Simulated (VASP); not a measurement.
Given:

```
AuCu
1.0
    2.85554     0.00000     0.00000
    0.00000     2.85554     0.00000
    0.00000     0.00000     3.53047
Cu Au
1 1
Direct
  0.00000   0.00000   0.00000
  0.50000   0.50000   0.50000
```

Calculation: r2SCAN+rVV10, VASP's PBE PAW potentials (set 64) (plane waves; VASP). Settings: 520 eV cut-off, 14×14×12 Γ-centred mesh, tetrahedra with Blöchl corrections, potentials Cu Au.

Unless said otherwise, spin-orbit coupling is left out, though it shifts the bands of the heavy elements here.

Problem. Tabulate the total density of states (states/eV per cell) against energy (eV; zero at the valence-band maximum or, without a gap, the Fermi level).

Solution. 
(E (eV), DOS (states/eV)): (-9.94, 0.07); (-9.72, 0.10); (-9.50, 0.13); (-9.27, 0.15); (-9.05, 0.18); (-8.83, 0.21); (-8.61, 0.24); (-8.39, 0.28); (-8.16, 0.35); (-7.94, 0.39); (-7.72, 0.45); (-7.50, 0.55); (-7.28, 1.15); (-7.05, 1.66); (-6.83, 2.35); (-6.50, 2.28); (-6.28, 2.37); (-6.05, 4.74); (-5.83, 3.16); (-5.61, 3.60); (-5.39, 2.53); (-5.16, 2.81); (-4.94, 3.42); (-4.72, 3.28); (-4.50, 3.55); (-4.28, 3.34); (-4.05, 2.70); (-3.83, 2.04); (-3.61, 1.53); (-3.39, 1.61); (-3.16, 2.09); (-2.94, 5.58); (-2.72, 5.49); (-2.50, 5.65); (-2.28, 7.92); (-2.05, 7.50); (-1.83, 4.91); (-1.61, 1.81); (-1.39, 0.78); (-1.17, 0.71); (-0.94, 0.57); (-0.72, 0.51); (-0.50, 0.53); (-0.28, 0.56); (-0.05, 0.57); (0.28, 0.58); (0.50, 0.56); (0.72, 0.54); (0.95, 0.52); (1.17, 0.50); (1.39, 0.49); (1.61, 0.48); (1.83, 0.46); (2.06, 0.45); (2.28, 0.43); (2.50, 0.41); (2.72, 0.40); (2.95, 0.42); (3.17, 0.43); (3.39, 0.46)
Within 2 eV below the Fermi level the largest weight inside VASP's projection spheres is Cu d, then Au d.

The compound is CuAu in the L1_0 structure. It was relaxed first.
